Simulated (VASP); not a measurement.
Wanted: the native input for a VASP 6.6.1 run.

* Task: band structure
* Functional: LDA
* Potentials or basis: VASP PAW LDA potentials, release 64 (Pb_d, Te)
* Cutoff: 300 eV
* k mesh: 5 × 5 × 5
* Occupations: gaussian, width 0.02 eV
* Spin: no spin polarisation
* Further INCAR settings: ALGO = Fast; EDIFF = 1e-06

The system is TePb.

```
Pb Te
1.0
     0.00000    3.18410    3.18410
     3.18410    0.00000    3.18410
     3.18410    3.18410    0.00000
Pb Te
1 1
Direct
  0.00000 0.00000 0.00000
  0.50000 0.50000 0.50000
```

The cell is a database's computed one.

One way to write it, as run:

POSCAR

```
TePb                                    
1.0
    0.0000000000      3.1841003656      3.1841003656
    3.1841003656      0.0000000000      3.1841003656
    3.1841003656      3.1841003656      0.0000000000
  Pb              Te            
     1     1
Direct
     0.0000000000000000    0.0000000000000000    0.0000000000000000
     0.5000000000000000    0.5000000000000000    0.5000000000000000
```

INCAR.step1

```
  PREC = Accurate
  ENCUT = 300
  EDIFF = 1E-6
  ISMEAR = 0
  SIGMA = 0.02
  LREAL = F
  LASPH = T
  NELM = 80
  ALGO = Fast
  ISIF = 2
  LWAVE = F
  LCHARG = T
```

KPOINTS.step1

```
Automatic mesh
0
Gamma
  5 5 5
```

INCAR.step2

```
  PREC = Accurate
  ENCUT = 300
  EDIFF = 1E-6
  ISMEAR = 0
  SIGMA = 0.05
  LREAL = F
  LASPH = T
  NELM = 80
  ALGO = Fast
  ISIF = 2
  LWAVE = F
  LCHARG = F
  ICHARG = 11
```

KPOINTS.step2

```
path GXWKGLUWLK,UX
20
line-mode
reciprocal
 0.0000000000  0.0000000000  0.0000000000  G
 0.5000000000  0.0000000000  0.5000000000  X

 0.5000000000  0.0000000000  0.5000000000  X
 0.5000000000  0.2500000000  0.7500000000  W

 0.5000000000  0.2500000000  0.7500000000  W
 0.3750000000  0.3750000000  0.7500000000  K

 0.3750000000  0.3750000000  0.7500000000  K
 0.0000000000  0.0000000000  0.0000000000  G

 0.0000000000  0.0000000000  0.0000000000  G
 0.5000000000  0.5000000000  0.5000000000  L

 0.5000000000  0.5000000000  0.5000000000  L
 0.6250000000  0.2500000000  0.6250000000  U

 0.6250000000  0.2500000000  0.6250000000  U
 0.5000000000  0.2500000000  0.7500000000  W

 0.5000000000  0.2500000000  0.7500000000  W
 0.5000000000  0.5000000000  0.5000000000  L

 0.5000000000  0.5000000000  0.5000000000  L
 0.3750000000  0.3750000000  0.7500000000  K

 0.6250000000  0.2500000000  0.6250000000  U
 0.5000000000  0.0000000000  0.5000000000  X
```

Potentials or basis: VASP PAW LDA potentials, release 64 (Pb_d, Te).

The run is started by

```sh
$ cat potpaw_LDA.64/Pb_d/POTCAR potpaw_LDA.64/Te/POTCAR > POTCAR
$ cp INCAR.step1 INCAR
$ cp KPOINTS.step1 KPOINTS
$ mpirun -np 1 vasp_std > vasp.out
$ cp INCAR.step2 INCAR
$ cp KPOINTS.step2 KPOINTS
$ mpirun -np 1 vasp_std > vasp.out
```

Results of the run:

```yaml
Band_gap_along_the_path: 0.54 eV, direct
```

Caveat: the log is that of the step along the path at fixed density, whose energy, stress, charges and moments have no meaning; this odd mesh misses L, where the gap lies, so gap, dielectric constants and Born charges aren't listed; spin-orbit coupling is left out, which moves the levels of the heavy elements.

Wall time 33 s on 1 thread of Intel(R) Xeon(R) Platinum 8559C (Emerald Rapids), with other jobs on the host, peak memory 0.2 GiB.
